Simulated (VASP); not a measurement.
Data:

```xyz
2
Lattice="0.0000 3.6043 3.6043 3.6043 0.0000 3.6043 3.6043 3.6043 0.0000" Properties=species:S:1:pos:R:3 pbc="T T T"
K      0.0000     0.0000     0.0000
I      3.6043     3.6043     3.6043
```

Level of theory: vdW-DF-cx, VASP's PBE PAW potentials (set 64) (plane waves; VASP). Settings: 520 eV cut-off, 7×7×7 Γ-centred mesh, Gaussian smearing of 0.050 eV, potentials K_sv I.

Unless said otherwise, spin-orbit coupling is left out, though it shifts the bands of the heavy elements here.

Problem. Predict the energy per atom (σ→0), band gap (on the k-mesh) with the smallest direct gap where there is one.

Solution. 
The band gap (on the k-mesh) is 3.91 eV and the smallest direct gap (on the k-mesh) is 3.91 eV. The energy per atom (σ→0) comes out as -0.723 eV/atom.

The absolute energy has meaning only against runs of the same code, potentials and settings.

The compound is KI in the rock salt structure. This cell is one point of a volume scan, at 1.06 of the reference volume.
